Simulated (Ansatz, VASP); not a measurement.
Two plane-wave programs on YHfF3

```
Y Hf F
1.0
     4.42347    0.00000    0.00000
     0.00000    4.42347    0.00000
     0.00000    0.00000    4.42347
Y Hf F
1 1 3
Direct
  0.50000 0.50000 0.50000
  0.00000 0.00000 0.00000
  0.50000 0.00000 0.00000
  0.00000 0.50000 0.00000
  0.00000 0.00000 0.50000
```

Alike in both runs: functional PBE; k mesh 8 × 8 × 8; occupations gaussian, width 0.1 eV; no spin polarisation.

Ansatz relaxed the structure, and its values are those at the end. VASP's run is a single point on that final structure, the one shown.

|  | VASP | Ansatz |
| --- | --- | --- |
| version | VASP 6.6.1 | Ansatz 0.2.0 |
| potentials or method | VASP PAW PBE potentials, release 64 (Y_sv, Hf_pv, F) | scalar-relativistic, plane waves, PAW |
| plane-wave cutoff (eV) | 520 | 420 |
| valence electrons in the cell | 42 | 58 |

Ansatz gave:

```
gap on the k mesh at the Fermi level (eV) : none
pressure (GPa)                            : 0.0
```

Which values does VASP return?

gap on the k mesh at the Fermi level (eV): none; pressure (GPa): -1.2.

A gap of «none» marks a metal or a gap that the smearing closes. With one functional, cell and mesh, what is left measures potentials, basis and numerics. The two sets of potentials don't hold the same shells in valence.

Spin-orbit coupling is left out, which matters for the levels of Hf.
